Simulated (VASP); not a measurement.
TaS (relaxed from the wurtzite structure, space group P6_3mc): computed properties

Method: PBE GGA, VASP's PBE PAW potentials (set 64) (plane waves; VASP).

```
Property                                                                                Value
----------------------------------  ---------------------------------------------------------
space group                                                                      P6_3mc (186)
cell                                a = b = 3.164 Å, c = 8.234 Å, α = β = 90.00°, γ = 120.00°
volume per atom                                                                 17.84 Å³/atom
band gap (over mesh and band path)                   none (metal, semimetal or under 0.01 eV)
density                                                                            9.91 g/cm³
```

```cif
data_S2Ta2
_chemical_formula_sum 'Ta2 S2'
_space_group_name_H-M_alt 'P 1'
_space_group_IT_number 1
_cell_length_a 3.16390
_cell_length_b 3.16390
_cell_length_c 8.23372
_cell_angle_alpha 90.000
_cell_angle_beta 90.000
_cell_angle_gamma 120.000
loop_
_space_group_symop_operation_xyz
  'x, y, z'
loop_
_atom_site_label
_atom_site_type_symbol
_atom_site_fract_x
_atom_site_fract_y
_atom_site_fract_z
_atom_site_occupancy
Ta1 Ta 0.33333 0.66667 0.03647 1
Ta2 Ta 0.66667 0.33333 0.53647 1
S1 S 0.33333 0.66667 0.33853 1
S2 S 0.66667 0.33333 0.83853 1
```

Unless said otherwise, spin-orbit coupling is left out, though it shifts the bands of the heavy elements here.

The structure was generated: TaS was put into the wurtzite type (P6_3mc), which need not be its known phase. It was relaxed first, which changed the volume by -44 %. Symmetry was kept, so distortions that lower it aren't found.
